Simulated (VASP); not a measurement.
The system is Pb.

```
Pb
1.0
     0.00000    2.47502    2.47502
     2.47502    0.00000    2.47502
     2.47502    2.47502    0.00000
Pb
1
Direct
  0.00000 0.00000 0.00000
```

| Property | Result |
| --- | --- |
| Program | VASP 6.6.1 |
| Task | relaxation of cell and atoms |
| Functional | r2SCAN |
| Potentials or basis | VASP PAW PBE potentials, release 64 (Pb_d) |
| Cutoff | 600 eV |
| k mesh | 14 × 14 × 14 |
| Occupations | gaussian, width 0.1 eV |
| Spin | no spin polarisation |

At the start: pressure 1.4 GPa; volume 30.32 Å³/atom.

Task: Where does the relaxation end?

Result: Over 3 steps the energy falls by 3.5 meV/atom and the volume is 31.19 Å³/atom (+2.9 %); space group Fm-3m (No. 225, to 0.05 Å).

The path:
```
step  energy change (eV)  largest force (eV/Å)  pressure (GPa)  volume (Å³)
   1              0.0000                0.0000            1.35        30.32
   2             -0.0032                0.0000           -0.37        31.46
   3             -0.0035                0.0000            0.01        31.19
```

Final structure:
```
Pb
1.0
     0.00000    2.49843    2.49843
     2.49843    0.00000    2.49843
     2.49843    2.49843    0.00000
Pb
1
Direct
  0.00000 0.00000 0.00000
```

Caveat: the PAW data sets were made with another functional, which shifts forces and pressure a little.
